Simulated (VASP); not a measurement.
Level of theory: LDA (Ceperley-Alder, Perdew-Zunger), VASP's LDA PAW potentials (set 64) (plane waves; VASP 6.6.1).

A VASP calculation is set up with these files.

File KPOINTS:
```
Regular mesh
0
gamma
  6 6 6
0 0 0
```

**INCAR**
```
! general
SYSTEM  = Sr(GeRu)2
PREC    = Accurate
ENCUT   = 300   ! plane-wave cut-off (eV)
LREAL   = .FALSE.   ! projection in real space or not
LASPH   = .TRUE.   ! aspherical one-centre terms

! electronic loop
EDIFF   = 1E-6
NELM    = 100   ! most electronic steps
ALGO    = Normal   ! blocked Davidson
LMAXMIX = 4   ! l cut-off of mixed one-centre charges

! smearing
ISMEAR  = 0
SIGMA   = 0.05

! ions
IBRION  = 2
NSW     = 50   ! most ionic steps
ISIF    = 3
EDIFFG  = -0.01

! output
LWAVE   = .FALSE.
LCHARG  = .FALSE.
```

**POSCAR**
```
Sr(GeRu)2
1
   -2.1524130000     2.1524130000     5.1469730000
    2.1524130000    -2.1524130000     5.1469730000
    2.1524130000     2.1524130000    -5.1469730000
Sr Ge Ru
1 2 2
Direct
  0.0000000000   0.0000000000   0.0000000000
  0.6421800000   0.6421800000   0.0000000000
  0.3578200000   0.3578200000   0.0000000000
  0.7500000000   0.2500000000   0.5000000000
  0.2500000000   0.7500000000   0.5000000000
```

POTCAR, in this order: Sr_sv Ge_d Ru_pv (LDA.64 set). Program: vasp_std.

Output of the run:

File OUTCAR:
```
 ion  position               nearest neighbor table
   1  0.000  0.000  0.000-   4 3.35   5 3.35   4 3.35   5 3.35   4 3.35   5 3.35   4 3.35   5 3.35
                             2 3.38   2 3.38   3 3.38   3 3.38   2 3.38   3 3.38   2 3.38   3 3.38
   2  0.642  0.642  0.000-   5 2.42   4 2.42   4 2.42   5 2.42   1 3.38   1 3.38   1 3.38   1 3.38
                             1 3.68
   3  0.358  0.358  0.000-   4 2.42   5 2.42   5 2.42   4 2.42   1 3.38   1 3.38   1 3.38   1 3.38
                             1 3.68
   4  0.750  0.250  0.500-   3 2.42   2 2.42   3 2.42   2 2.42   5 3.04   5 3.04   5 3.04   5 3.04
                             1 3.35   1 3.35   1 3.35   1 3.35
   5  0.250  0.750  0.500-   3 2.42   2 2.42   3 2.42   2 2.42   4 3.04   4 3.04   4 3.04   4 3.04
                             1 3.35   1 3.35   1 3.35   1 3.35
  LATTYP: Found a body centered tetragonal cell.
 ALAT       =     4.3048260000
 C/A-ratio  =     2.3912571611
 Subroutine PRICEL returns:
 Original cell was already a primitive cell.
 Subroutine GETGRP returns: Found 16 space group operations
The static configuration has the point symmetry D_4h.
The dynamic configuration has the point symmetry D_4h.
 Subroutine INISYM returns: Found 16 space group operations
 Subroutine IBZKPT returns following result:
 Found     30 irreducible k-points:

 Following reciprocal coordinates:
            Coordinates               Weight
  0.000000  0.000000  0.000000      1.000000
  0.166667  0.000000  0.000000      8.000000
  0.333333 -0.000000  0.000000      8.000000
  0.500000 -0.000000  0.000000      4.000000
  0.166667  0.166667  0.000000      8.000000
  0.333333  0.166667  0.000000     16.000000
  0.500000  0.166667  0.000000     16.000000
 -0.333333  0.166667 -0.000000     16.000000
 -0.166667  0.166667  0.000000      4.000000
  0.333333  0.333333  0.000000      8.000000
  0.500000  0.333333  0.000000     16.000000
 -0.333333  0.333333  0.000000      4.000000
  0.500000  0.500000  0.000000      2.000000
  0.166667  0.166667  0.166667      8.000000
  0.333333  0.166667  0.166667      8.000000
 -0.166667  0.166667  0.166667      4.000000
  0.333333  0.333333  0.166667      4.000000
 -0.333333  0.333333  0.166667      8.000000
 -0.166667  0.333333  0.166667      8.000000
  0.500000  0.500000  0.166667      4.000000
 -0.333333  0.500000  0.166667     16.000000
 -0.166667  0.500000  0.166667      8.000000
 -0.333333 -0.333333  0.166667      8.000000
 -0.166667 -0.333333  0.166667      8.000000
 -0.166667 -0.166667  0.166667      2.000000
 -0.333333  0.333333  0.333333      4.000000
  0.500000  0.500000  0.333333      4.000000
 -0.333333  0.500000  0.333333      8.000000
 -0.333333 -0.333333  0.333333      2.000000
  0.500000  0.500000  0.500000      1.000000
   k-points           NKPTS =     30   k-points in BZ     NKDIM =     30   number of bands    NBANDS=     39
   number of dos      NEDOS =    301   number of ions     NIONS =      5
   total plane-waves  NPLWV =  46656
   dimension x,y,z NGX =    36 NGY =   36 NGZ =   36
   dimension x,y,z NGXF=    72 NGYF=   72 NGZF=   72
   ions per type =               1   2   2
   PREC   = accura    normal or accurate (medium, high low for compatibility)
   ISTART =      0    job   : 0-new  1-cont  2-samecut
   ICHARG =      2    charge: 1-file 2-atom 10-const
   ISPIN  =      1    spin polarized calculation?
   LNONCOLLINEAR =      F non collinear calculations
   LSORBIT =      F    spin-orbit coupling
   INIWAV =      1    electr: 0-lowe 1-rand  2-diag
   ENCUT  =  300.0 eV  22.05 Ry    4.70 a.u.   8.44  8.44  8.44*2*pi/ulx,y,z
   NELM   =    100;   NELMIN=  2; NELMDL= -5     # of ELM steps
   EDIFF  = 0.1E-05   stopping-criterion for ELM
   LREAL  =      F    real-space projection
   NLSPLINE    = F    spline interpolate recip. space projectors
   LMAXMIX     =    4 max onsite mixed and CHGCAR
   VOSKOWN=      0    Vosko Wilk Nusair interpolation
...
```

**OSZICAR**
```
...
DAV:   2    -0.362796281441E+02    0.34563E-01   -0.52450E-01  2599   0.441E+00    0.167E+00
DAV:   3    -0.362444208085E+02    0.35207E-01   -0.10834E-01  2655   0.225E+00    0.463E-01
DAV:   4    -0.362410177493E+02    0.34031E-02   -0.18139E-02  3502   0.893E-01    0.345E-01
DAV:   5    -0.362407654463E+02    0.25230E-03   -0.13892E-03  2997   0.247E-01    0.221E-01
DAV:   6    -0.362406719207E+02    0.93526E-04   -0.27723E-04  3306   0.155E-01    0.830E-02
DAV:   7    -0.362406644834E+02    0.74373E-05   -0.35460E-05  3478   0.357E-02    0.196E-02
DAV:   8    -0.362406632577E+02    0.12257E-05   -0.49640E-06  2546   0.136E-02    0.363E-03
DAV:   9    -0.362406632349E+02    0.22821E-07   -0.40373E-07  1542   0.390E-03
   4 F= -.36240663E+02 E0= -.36239124E+02  d E =-.106466E-01
       N       E                     dE             d eps       ncg     rms          rms(c)
DAV:   1    -0.364261723597E+02   -0.18551E+00   -0.69468E+00  2619   0.170E+01    0.337E+00
DAV:   2    -0.363356552305E+02    0.90517E-01   -0.12093E+00  2592   0.676E+00    0.252E+00
DAV:   3    -0.362577751895E+02    0.77880E-01   -0.24296E-01  2642   0.342E+00    0.709E-01
DAV:   4    -0.362490952046E+02    0.86800E-02   -0.44250E-02  3503   0.143E+00    0.548E-01
DAV:   5    -0.362486651823E+02    0.43002E-03   -0.31821E-03  3014   0.385E-01    0.364E-01
DAV:   6    -0.362484169851E+02    0.24820E-03   -0.68162E-04  3304   0.258E-01    0.140E-01
DAV:   7    -0.362483917872E+02    0.25198E-04   -0.10441E-04  3514   0.648E-02    0.288E-02
DAV:   8    -0.362483893836E+02    0.24036E-05   -0.10243E-05  2866   0.196E-02    0.558E-03
DAV:   9    -0.362483893061E+02    0.77567E-07   -0.68753E-07  1649   0.517E-03
   5 F= -.36248389E+02 E0= -.36247082E+02  d E =-.183727E-01
       N       E                     dE             d eps       ncg     rms          rms(c)
DAV:   1    -0.362545760321E+02   -0.61866E-02   -0.23511E-01  2851   0.320E+00    0.650E-01
DAV:   2    -0.362518893001E+02    0.26867E-02   -0.43630E-02  2599   0.125E+00    0.514E-01
DAV:   3    -0.362488583902E+02    0.30309E-02   -0.93308E-03  2652   0.657E-01    0.128E-01
DAV:   4    -0.362485780066E+02    0.28038E-03   -0.14216E-03  3552   0.262E-01    0.978E-02
DAV:   5    -0.362485609173E+02    0.17089E-04   -0.11088E-04  2949   0.723E-02    0.631E-02
DAV:   6    -0.362485530952E+02    0.78220E-05   -0.24652E-05  3314   0.478E-02    0.209E-02
DAV:   7    -0.362485526449E+02    0.45031E-06   -0.23875E-06  2380   0.957E-03
   6 F= -.36248553E+02 E0= -.36247294E+02  d E =-.185360E-01
       N       E                     dE             d eps       ncg     rms          rms(c)
DAV:   1    -0.362553900096E+02   -0.68369E-02   -0.32779E-01  2935   0.395E+00    0.591E-01
DAV:   2    -0.362513862523E+02    0.40038E-02   -0.21360E-02  2779   0.101E+00    0.326E-01
DAV:   3    -0.362499516623E+02    0.14346E-02   -0.44978E-03  2779   0.469E-01    0.168E-01
DAV:   4    -0.362494227992E+02    0.52886E-03   -0.15873E-03  3516   0.281E-01    0.879E-02
DAV:   5    -0.362494178288E+02    0.49705E-05   -0.17122E-04  3385   0.871E-02    0.494E-02
DAV:   6    -0.362494113566E+02    0.64722E-05   -0.21643E-05  3666   0.267E-02    0.137E-02
DAV:   7    -0.362494111408E+02    0.21577E-06   -0.28652E-06  2561   0.103E-02
   7 F= -.36249411E+02 E0= -.36247753E+02  d E =-.858496E-03
       N       E                     dE             d eps       ncg     rms          rms(c)
DAV:   1    -0.362599871911E+02   -0.10576E-01   -0.55837E-01  2935   0.515E+00    0.782E-01
DAV:   2    -0.362533351965E+02    0.66520E-02   -0.38270E-02  2724   0.134E+00    0.452E-01
DAV:   3    -0.362507309890E+02    0.26042E-02   -0.82671E-03  2763   0.626E-01    0.223E-01
DAV:   4    -0.362498164208E+02    0.91457E-03   -0.26505E-03  3357   0.376E-01    0.113E-01
DAV:   5    -0.362498029816E+02    0.13439E-04   -0.29963E-04  3432   0.116E-01    0.611E-02
DAV:   6    -0.362497920662E+02    0.10915E-04   -0.37249E-05  3778   0.348E-02    0.177E-02
DAV:   7    -0.362497917440E+02    0.32222E-06   -0.49198E-06  2800   0.132E-02
   8 F= -.36249792E+02 E0= -.36247604E+02  d E =-.123910E-02
       N       E                     dE             d eps       ncg     rms          rms(c)
DAV:   1    -0.362548910922E+02   -0.50990E-02   -0.15736E-01  3324   0.292E+00    0.593E-01
DAV:   2    -0.362528993219E+02    0.19918E-02   -0.31940E-02  2620   0.108E+00    0.476E-01
DAV:   3    -0.362504005937E+02    0.24987E-02   -0.77755E-03  2685   0.579E-01    0.117E-01
DAV:   4    -0.362501489164E+02    0.25168E-03   -0.11810E-03  3448   0.239E-01    0.869E-02
DAV:   5    -0.362501456783E+02    0.32381E-05   -0.78296E-05  3001   0.628E-02    0.610E-02
DAV:   6    -0.362501393650E+02    0.63133E-05   -0.16377E-05  3313   0.412E-02    0.223E-02
DAV:   7    -0.362501385072E+02    0.85782E-06   -0.19518E-06  2105   0.102E-02
   9 F= -.36250139E+02 E0= -.36247764E+02  d E =-.346763E-03
       N       E                     dE             d eps       ncg     rms          rms(c)
DAV:   1    -0.362505832576E+02   -0.44389E-03   -0.14252E-02  3331   0.876E-01    0.180E-01
DAV:   2    -0.362504118831E+02    0.17137E-03   -0.29476E-03  2627   0.326E-01    0.146E-01
DAV:   3    -0.362501751948E+02    0.23669E-03   -0.72650E-04  2677   0.176E-01    0.350E-02
DAV:   4    -0.362501524957E+02    0.22699E-04   -0.10907E-04  3447   0.714E-02    0.273E-02
DAV:   5    -0.362501520676E+02    0.42810E-06   -0.70918E-06  2969   0.187E-02
  10 F= -.36250152E+02 E0= -.36247728E+02  d E =-.360324E-03
       N       E                     dE             d eps       ncg     rms          rms(c)
DAV:   1    -0.362502891604E+02   -0.13666E-03   -0.47381E-03  3323   0.500E-01    0.102E-01
DAV:   2    -0.362502325285E+02    0.56632E-04   -0.95817E-04  2641   0.186E-01    0.849E-02
DAV:   3    -0.362501561768E+02    0.76352E-04   -0.23396E-04  2699   0.995E-02    0.205E-02
DAV:   4    -0.362501493765E+02    0.68003E-05   -0.35506E-05  3433   0.409E-02    0.150E-02
DAV:   5    -0.362501492378E+02    0.13866E-06   -0.20243E-06  2124   0.109E-02
  11 F= -.36250149E+02 E0= -.36247753E+02  d E =-.357494E-03
       N       E                     dE             d eps       ncg     rms          rms(c)
DAV:   1    -0.362501874923E+02   -0.38116E-04   -0.11933E-03  3323   0.252E-01    0.514E-02
DAV:   2    -0.362501734818E+02    0.14011E-04   -0.24532E-04  2641   0.943E-02    0.430E-02
DAV:   3    -0.362501539700E+02    0.19512E-04   -0.59848E-05  2653   0.504E-02    0.104E-02
DAV:   4    -0.362501520859E+02    0.18841E-05   -0.89747E-06  3017   0.207E-02    0.755E-03
DAV:   5    -0.362501520313E+02    0.54657E-07   -0.47798E-07  1325   0.604E-03
  12 F= -.36250152E+02 E0= -.36247742E+02  d E =-.360287E-03
       N       E                     dE             d eps       ncg     rms          rms(c)
DAV:   1    -0.362501543366E+02   -0.22507E-05   -0.94092E-05  3314   0.705E-02    0.146E-02
DAV:   2    -0.362501531840E+02    0.11527E-05   -0.19708E-05  2408   0.268E-02    0.122E-02
DAV:   3    -0.362501516265E+02    0.15574E-05   -0.47635E-06  2135   0.139E-02    0.295E-03
DAV:   4    -0.362501515014E+02    0.12519E-06   -0.57290E-07  1233   0.589E-03
  13 F= -.36250152E+02 E0= -.36247745E+02  d E =-.359757E-03
       N       E                     dE             d eps       ncg     rms          rms(c)
DAV:   1    -0.362502238897E+02   -0.72263E-04   -0.15882E-03  2713   0.259E-01    0.540E-02
DAV:   2    -0.362501937520E+02    0.30138E-04   -0.23035E-04  2685   0.914E-02    0.448E-02
DAV:   3    -0.362501726092E+02    0.21143E-04   -0.66020E-05  2706   0.538E-02    0.141E-02
DAV:   4    -0.362501682149E+02    0.43943E-05   -0.11563E-05  2809   0.211E-02    0.675E-03
DAV:   5    -0.362501680878E+02    0.12715E-06   -0.10780E-06  1726   0.763E-03
  14 F= -.36250168E+02 E0= -.36247745E+02  d E =-.165864E-04
```

File OUTCAR:
```
------------------------ aborting loop because EDIFF is reached ----------------------------------------
  FORCE on cell =-STRESS in cart. coord.  units (eV):
  Direction    XX          YY          ZZ          XY          YZ          ZX
  --------------------------------------------------------------------------------------
  Total       -0.0377877     -0.0377877      0.0319043      0.0000000      0.0000000      0.0000000
  in kB       -0.6660711     -0.6660711      0.5623658      0.0000000      0.0000000      0.0000000
  external PRESSURE =      -0.2565921 kB  Pullay stress =       0.0000000 kB
  volume of cell :       90.90
      direct lattice vectors                 reciprocal lattice vectors
    -2.126439315  2.126439315  5.025446417     0.000000000  0.235134855  0.099493649
     2.126439315 -2.126439315  5.025446417     0.235134855  0.000000000  0.099493649
     2.126439315  2.126439315 -5.025446417     0.235134855  0.235134855  0.000000000
 POSITION                                       TOTAL-FORCE (eV/Angst)
 -----------------------------------------------------------------------------------
      2.12644      2.12644     -5.02545        -0.000000     -0.000000     -0.000000
      0.00000      0.00000      6.40514         0.000000      0.000000      0.007180
      0.00000      0.00000      3.64575         0.000000      0.000000     -0.007180
      0.00000      2.12644      2.51272        -0.000000     -0.000000      0.000000
      2.12644      0.00000      2.51272        -0.000000     -0.000000      0.000000
 -----------------------------------------------------------------------------------
    total drift:                                0.000000      0.000000     -0.000000
  FREE ENERGIE OF THE ION-ELECTRON SYSTEM (eV)
  ---------------------------------------------------
  free  energy   TOTEN  =       -36.2501680878 eV

  energy  without entropy=      -36.2453214527  energy(sigma->0) =      -36.24774477

 reached required accuracy - stopping structural energy minimisation
```
(Selected blocks of OUTCAR.)

**CONTCAR**
```
Sr(GeRu)2
   1.00000000000000
    -2.1264393145527167    2.1264393145527167    5.0254464170217181
     2.1264393145527167   -2.1264393145527167    5.0254464170217181
     2.1264393145527167    2.1264393145527167   -5.0254464170217181
  Sr              Ge              Ru
     1     2     2
Direct
     0.0000000000000000    0.0000000000000000    1.0000000000000000
     0.6372709564386161    0.6372709564386161    0.0000000000000000
     0.3627290435613839    0.3627290435613839    0.0000000000000000
     0.7500000000000000    0.2500000000000000    0.5000000000000000
     0.2500000000000000    0.7500000000000000    0.5000000000000000
```

At this cut-off the stress carries a Pulay error, which pulls relaxed volumes low. Energy and stress use the plane-wave basis of the starting cell.

The structure comes from a computed database's Ru2SrGe2 entry (I4/mmm); how it stands against other phases isn't given here. This run relaxes it. Symmetry was kept, so distortions that lower it aren't found. The k-mesh is coarse (spacing up to 0.35 per Å, 2π included), so the numbers may not be converged in it. The run is one of a series of settings (EDIFFG = -0.01, IBRION = 2, ISIF = 3, NSW = 50 against the base run), some of them coarse on purpose.
